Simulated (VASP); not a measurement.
A run of VASP 6.6.1:

Contents of INCAR:

```
SYSTEM = InSbO2
  PREC = Accurate
  ENCUT = 520
  EDIFF = 1E-6
  ISMEAR = 0
  SIGMA = 0.1
  LREAL = .FALSE.
  LASPH = .TRUE.
  NELM = 100
  ALGO = Fast
  ISIF = 2
  LWAVE = .FALSE.
  LCHARG = .FALSE.
  GGA = PE
```

The input KPOINTS:

```
regular mesh
0
G
  10 10 4
  0 0 0
```

The input POSCAR:

```
InSbO2
1.0
    3.3425470000      0.0000000000      0.0000000000
   -1.6712740000      2.8947310000      0.0000000000
    0.0000000000      0.0000000000     13.6190600000
In Sb O
2 2 4
Direct
    0.0000000000      0.0000000000      0.0000000000
    0.0000000000      0.0000000000      0.5000000000
    0.3333330000      0.6666670000      0.2500000000
    0.6666670000      0.3333330000      0.7500000000
    0.3333330000      0.6666670000      0.0818710000
    0.6666670000      0.3333330000      0.5818710000
    0.3333330000      0.6666670000      0.4181290000
    0.6666670000      0.3333330000      0.9181290000
```

Contents of KPOINTS_OPT:

```
path GMKGALHA,LM,KH
20
line-mode
reciprocal
 0.0000000000  0.0000000000  0.0000000000  G
 0.5000000000  0.0000000000  0.0000000000  M

 0.5000000000  0.0000000000  0.0000000000  M
 0.3333333333  0.3333333333  0.0000000000  K

 0.3333333333  0.3333333333  0.0000000000  K
 0.0000000000  0.0000000000  0.0000000000  G

 0.0000000000  0.0000000000  0.0000000000  G
 0.0000000000  0.0000000000  0.5000000000  A

 0.0000000000  0.0000000000  0.5000000000  A
 0.5000000000  0.0000000000  0.5000000000  L

 0.5000000000  0.0000000000  0.5000000000  L
 0.3333333333  0.3333333333  0.5000000000  H

 0.3333333333  0.3333333333  0.5000000000  H
 0.0000000000  0.0000000000  0.5000000000  A

 0.5000000000  0.0000000000  0.5000000000  L
 0.5000000000  0.0000000000  0.0000000000  M

 0.3333333333  0.3333333333  0.0000000000  K
 0.3333333333  0.3333333333  0.5000000000  H
```

Potentials or basis: VASP PAW PBE potentials, release 64 (In_d, Sb, O).

Command:

```bash
$ cat potpaw_PBE.64/In_d/POTCAR potpaw_PBE.64/Sb/POTCAR potpaw_PBE.64/O/POTCAR > POTCAR
$ mpirun -np 1 vasp_std > vasp.out
```

Hardware: 1 thread of Intel(R) Xeon(R) 6975P-C (Granite Rapids) (shared host).

Question: Estimate the wall time of this run.

Answer: It took 6.6 min on 1 thread of Intel(R) Xeon(R) 6975P-C (Granite Rapids) (shared host), peak memory 0.48 GiB. Counts: scf iterations 67, k points 42.
